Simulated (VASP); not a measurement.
Consider the following.

```xyz
2
Lattice="0.0000 3.3815 3.3815 3.3815 0.0000 3.3815 3.3815 3.3815 0.0000" Properties=species:S:1:pos:R:3 pbc="T T T"
Sn     6.7631     3.3815     3.3815
Sb     5.0723     5.0723     5.0723
```

The numbers are results of PBEsol GGA with spin-orbit coupling, VASP's PBE PAW potentials (set 64) (plane waves; VASP), not measurements. Numerical set-up: 400 eV cut-off, 9×9×9 Γ-centred mesh, Gaussian smearing of 0.050 eV, potentials Sn_d Sb.

Problem. Estimate the energy per atom (σ→0), band gap (over mesh and band path) with the smallest direct gap where there is one.

Solution. 
```yaml
band gap (over mesh and band path): none (metal, semimetal or under 0.01 eV)
energy per atom (σ→0): -4.210 eV/atom
```

The absolute energy has meaning only against runs of the same code, potentials and settings.

The structure comes from a computed database's SnSb entry (F-43m); how it stands against other phases isn't given here. It was relaxed first, which changed the volume by -7 %.
